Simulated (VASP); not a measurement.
Output of a VASP run:

**OSZICAR**
```
       N       E                     dE             d eps       ncg     rms          rms(c)
DAV:   1     0.253586368329E+03    0.25359E+03   -0.18373E+04   401   0.108E+03
DAV:   2    -0.979659530538E+01   -0.26338E+03   -0.25043E+03   371   0.307E+02
DAV:   3    -0.176240972546E+02   -0.78275E+01   -0.77571E+01   371   0.612E+01
DAV:   4    -0.177098449009E+02   -0.85748E-01   -0.85516E-01   388   0.605E+00
DAV:   5    -0.177113558019E+02   -0.15109E-02   -0.15109E-02   376   0.830E-01    0.999E+00
DAV:   6    -0.167931372872E+02    0.91822E+00   -0.14547E+01   395   0.278E+01    0.131E+01
DAV:   7    -0.164146778259E+02    0.37846E+00   -0.41944E+00   402   0.250E+01    0.624E+00
DAV:   8    -0.163190806691E+02    0.95597E-01   -0.40468E-01   384   0.501E+00    0.291E+00
DAV:   9    -0.162961541056E+02    0.22927E-01   -0.13710E-01   421   0.353E+00    0.159E+00
DAV:  10    -0.163000120812E+02   -0.38580E-02   -0.21644E-02   379   0.969E-01    0.747E-01
DAV:  11    -0.162962385195E+02    0.37736E-02   -0.10254E-02   400   0.125E+00    0.163E-01
DAV:  12    -0.162965929859E+02   -0.35447E-03   -0.19587E-03   374   0.252E-01    0.657E-02
DAV:  13    -0.162966166988E+02   -0.23713E-04   -0.83652E-05   384   0.726E-02    0.368E-02
DAV:  14    -0.162966277848E+02   -0.11086E-04   -0.24505E-05   384   0.536E-02    0.111E-02
DAV:  15    -0.162966316539E+02   -0.38690E-05   -0.74297E-06   404   0.154E-02    0.416E-03
DAV:  16    -0.162966312750E+02    0.37889E-06   -0.43632E-07   238   0.587E-03
   1 F= -.16296631E+02 E0= -.16251457E+02  d E =-.903491E-01  mag=     5.2133
```

OUTCAR:
```
------------------------ aborting loop because EDIFF is reached ----------------------------------------
  FORCE on cell =-STRESS in cart. coord.  units (eV):
  Direction    XX          YY          ZZ          XY          YZ          ZX
  --------------------------------------------------------------------------------------
  Total       -5.7970315     -5.7970315     -5.7970315      0.0000000      0.0000000      0.0000000
  in kB     -110.6470178   -110.6470178   -110.6470178      0.0000000      0.0000000      0.0000000
  external PRESSURE =    -110.6470178 kB  Pullay stress =       0.0000000 kB
  volume of cell :       83.94
      direct lattice vectors                 reciprocal lattice vectors
     0.000000000  3.475219000  3.475219000    -0.143875825  0.143875825  0.143875825
     3.475219000  0.000000000  3.475219000     0.143875825 -0.143875825  0.143875825
     3.475219000  3.475219000  0.000000000     0.143875825  0.143875825 -0.143875825
 POSITION                                       TOTAL-FORCE (eV/Angst)
 -----------------------------------------------------------------------------------
      0.00000      0.00000      0.00000         0.000000      0.000000      0.000000
      3.47522      3.47522      3.47522         0.000000      0.000000      0.000000
      1.73761      1.73761      1.73761        -0.000000     -0.000000     -0.000000
      5.21283      5.21283      5.21283         0.000000      0.000000     -0.000000
 -----------------------------------------------------------------------------------
    total drift:                                0.000000      0.000000      0.000000
  FREE ENERGIE OF THE ION-ELECTRON SYSTEM (eV)
  ---------------------------------------------------
  free  energy   TOTEN  =       -16.2966312750 eV

  energy  without entropy=      -16.2062821951  energy(sigma->0) =      -16.25145674

 total charge

# of ion       s       p       d       tot
------------------------------------------
    1        0.242   6.140   4.828  11.210
    2        0.360   0.222   9.148   9.730
    3        0.394   0.223   9.125   9.742
    4        0.394   0.223   9.125   9.742
--------------------------------------------------
tot          1.391   6.807  32.226  40.425

 magnetization (x)

# of ion       s       p       d       tot
------------------------------------------
    1        0.056   0.068   4.205   4.329
    2       -0.016   0.050   0.005   0.040
    3       -0.034   0.060   0.033   0.060
    4       -0.034   0.060   0.033   0.060
--------------------------------------------------
tot         -0.027   0.238   4.277   4.488
```
(Selected blocks of OUTCAR.)

POSCAR:
```
MnAg3
1
    0.0000000000     3.4752190000     3.4752190000
    3.4752190000     0.0000000000     3.4752190000
    3.4752190000     3.4752190000     0.0000000000
Mn Ag
1 3
Direct
  0.0000000000   0.0000000000   0.0000000000
  0.5000000000   0.5000000000   0.5000000000
  0.2500000000   0.2500000000   0.2500000000
  0.7500000000   0.7500000000   0.7500000000
```

**Question.** Reconstruct the remaining input files.

**Answer.** One answer among several that fit: the input of the run itself, PBE GGA, plane waves, VASP's PBE PAW potentials (set 64).

**INCAR**
```
ALGO=Normal
EDIFF=1E-6
ENCUT=300
GGA=PE
ISIF=2
ISMEAR=-1
ISPIN=2
LASPH=.TRUE.
LCHARG=.FALSE.
LMAXMIX=4
LORBIT=11
LREAL=.FALSE.
LWAVE=.FALSE.
MAGMOM=4.0 0.0 0.0 0.0
NELM=100
PREC=Accurate
SIGMA=0.1
SYSTEM=MnAg3
```

KPOINTS:
```
Regular mesh
0
Gamma
  2 2 2
```

POTCAR, in this order: Mn_pv Ag (PBE.64 set). Program: vasp_std.

At this cut-off the stress carries a Pulay error, which pulls relaxed volumes low.  The moments were started parallel, and other spin orders were not tried in this run.

The structure was generated: MnAg3 was put into an ordered model structure, which need not be its known phase. The cell was not relaxed at this level. The k-mesh is coarse (spacing up to 0.78 per Å, 2π included), so the numbers may not be converged in it. The run is one of a series of settings (KPOINTS 2×2×2 Γ-centred mesh against the base run), some of them coarse on purpose.
